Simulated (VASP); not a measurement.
Method: RPBE GGA, VASP's PBE PAW potentials (set 64) (plane waves; VASP).

VASP input:

INCAR:
```
SYSTEM = Cs
PREC = Accurate; ENCUT = 520; LREAL = .FALSE.
LASPH = .TRUE.
EDIFF = 1E-6; NELM = 100; ALGO = Normal
LMAXMIX = 4
ISMEAR = 1; SIGMA = 0.1
GGA = RP
IBRION = 2; NSW = 60; ISIF = 3
EDIFFG = -0.01
LWAVE = .FALSE.; LCHARG = .FALSE.
```

File KPOINTS:
```
K-points
0
Gamma
 8 8 8
```

### POSCAR
```
Cs
1.0
 -3.0500000000   3.0500000000   3.0500000000
  3.0500000000  -3.0500000000   3.0500000000
  3.0500000000   3.0500000000  -3.0500000000
Cs
1
direct
  0.0000000000   0.0000000000   0.0000000000
```

POTCAR, in this order: Cs_sv (PBE.64 set). Program: vasp_std.

The resulting files:

File OSZICAR:
```
       N       E                     dE             d eps       ncg     rms          rms(c)
DAV:   1     0.553836862237E+02    0.55384E+02   -0.29439E+03   464   0.773E+02
DAV:   2     0.393855480114E+01   -0.51445E+02   -0.50133E+02   648   0.121E+02
DAV:   3    -0.648541024069E+00   -0.45871E+01   -0.45870E+01   464   0.453E+01
DAV:   4    -0.709190104177E+00   -0.60649E-01   -0.60648E-01   872   0.636E+00
DAV:   5    -0.709198638905E+00   -0.85347E-05   -0.85347E-05   568   0.771E-02    0.168E-01
DAV:   6    -0.712294699262E+00   -0.30961E-02   -0.19824E-03   736   0.287E-01    0.115E-01
DAV:   7    -0.715540881451E+00   -0.32462E-02   -0.60793E-03   488   0.537E-01    0.361E-02
DAV:   8    -0.715680989122E+00   -0.14011E-03   -0.23476E-04   776   0.122E-01    0.537E-03
DAV:   9    -0.715683275434E+00   -0.22863E-05   -0.34411E-06   792   0.131E-02    0.292E-03
DAV:  10    -0.715683563200E+00   -0.28777E-06   -0.34163E-06   632   0.140E-02
   1 F= -.71568356E+00 E0= -.71469630E+00  d E =-.715684E+00
       N       E                     dE             d eps       ncg     rms          rms(c)
DAV:   1    -0.778802786496E+00   -0.63120E-01   -0.12647E+00   464   0.723E+00    0.975E-01
DAV:   2    -0.736386281465E+00    0.42417E-01   -0.54744E-02   472   0.150E+00    0.458E-01
DAV:   3    -0.722123330531E+00    0.14263E-01   -0.52358E-02   504   0.139E+00    0.954E-02
DAV:   4    -0.722109537375E+00    0.13793E-04   -0.19549E-04   536   0.123E-01    0.450E-02
DAV:   5    -0.722102040421E+00    0.74970E-05   -0.63724E-05   624   0.604E-02    0.811E-03
DAV:   6    -0.722106464036E+00   -0.44236E-05   -0.30492E-06   576   0.159E-02    0.879E-04
DAV:   7    -0.722106582167E+00   -0.11813E-06   -0.24865E-07   400   0.408E-03
   2 F= -.72210658E+00 E0= -.72114612E+00  d E =-.642302E-02
       N       E                     dE             d eps       ncg     rms          rms(c)
DAV:   1    -0.121255459627E+01   -0.49045E+00   -0.10654E+01   464   0.205E+01    0.282E+00
DAV:   2    -0.855362533879E+00    0.35719E+00   -0.45623E-01   480   0.434E+00    0.133E+00
DAV:   3    -0.731574739462E+00    0.12379E+00   -0.45467E-01   504   0.412E+00    0.276E-01
DAV:   4    -0.731520031877E+00    0.54708E-04   -0.16762E-03   560   0.356E-01    0.139E-01
DAV:   5    -0.731457817127E+00    0.62215E-04   -0.69247E-04   608   0.193E-01    0.237E-02
DAV:   6    -0.731471691597E+00   -0.13874E-04   -0.31200E-05   592   0.504E-02    0.494E-03
DAV:   7    -0.731473122925E+00   -0.14313E-05   -0.32674E-06   616   0.125E-02    0.412E-03
DAV:   8    -0.731472277493E+00    0.84543E-06   -0.63008E-07   400   0.707E-03
   3 F= -.73147228E+00 E0= -.73061390E+00  d E =-.157887E-01
       N       E                     dE             d eps       ncg     rms          rms(c)
DAV:   1    -0.749230573680E+00   -0.17757E-01   -0.39079E-01   464   0.403E+00    0.542E-01
DAV:   2    -0.736198327785E+00    0.13032E-01   -0.16747E-02   472   0.823E-01    0.255E-01
DAV:   3    -0.731774587388E+00    0.44237E-02   -0.16088E-02   504   0.767E-01    0.540E-02
DAV:   4    -0.731763148335E+00    0.11439E-04   -0.68368E-05   552   0.705E-02    0.232E-02
DAV:   5    -0.731757443968E+00    0.57044E-05   -0.19457E-05   640   0.326E-02    0.467E-03
DAV:   6    -0.731760399771E+00   -0.29558E-05   -0.10923E-06   448   0.953E-03    0.552E-04
DAV:   7    -0.731760392959E+00    0.68126E-08   -0.10909E-07   336   0.274E-03
   4 F= -.73176039E+00 E0= -.73092043E+00  d E =-.160768E-01
```

**OUTCAR**
```
------------------------ aborting loop because EDIFF is reached ----------------------------------------
  FORCE on cell =-STRESS in cart. coord.  units (eV):
  Direction    XX          YY          ZZ          XY          YZ          ZX
  --------------------------------------------------------------------------------------
  Total        0.0041314      0.0041314      0.0041314     -0.0000000      0.0000000     -0.0000000
  in kB        0.0504076      0.0504076      0.0504076     -0.0000000      0.0000000     -0.0000000
  external PRESSURE =       0.0504076 kB  Pullay stress =       0.0000000 kB
  volume of cell :      131.31
      direct lattice vectors                 reciprocal lattice vectors
    -3.201964826  3.201964826  3.201964826     0.000000000  0.156154120  0.156154120
     3.201964826 -3.201964826  3.201964826     0.156154120  0.000000000  0.156154120
     3.201964826  3.201964826 -3.201964826     0.156154120  0.156154120  0.000000000
 POSITION                                       TOTAL-FORCE (eV/Angst)
 -----------------------------------------------------------------------------------
      3.20196      3.20196      3.20196         0.000000      0.000000      0.000000
 -----------------------------------------------------------------------------------
    total drift:                               -0.000000     -0.000000      0.000000
  FREE ENERGIE OF THE ION-ELECTRON SYSTEM (eV)
  ---------------------------------------------------
  free  energy   TOTEN  =        -0.7317603930 eV

  energy  without entropy=       -0.7292405093  energy(sigma->0) =       -0.73092043

 reached required accuracy - stopping structural energy minimisation
```
(Selected blocks of OUTCAR.)

File CONTCAR:
```
Cs
   1.00000000000000
    -3.2019648256737208    3.2019648256737208    3.2019648256737208
     3.2019648256737208   -3.2019648256737208    3.2019648256737208
     3.2019648256737208    3.2019648256737208   -3.2019648256737208
  Cs
     1
Direct
     1.0000000000000000    1.0000000000000000    1.0000000000000000
```

Energy and stress use the plane-wave basis of the starting cell.

The compound is Cs in the bcc structure. This run relaxes it. Symmetry was kept, so distortions that lower it aren't found.
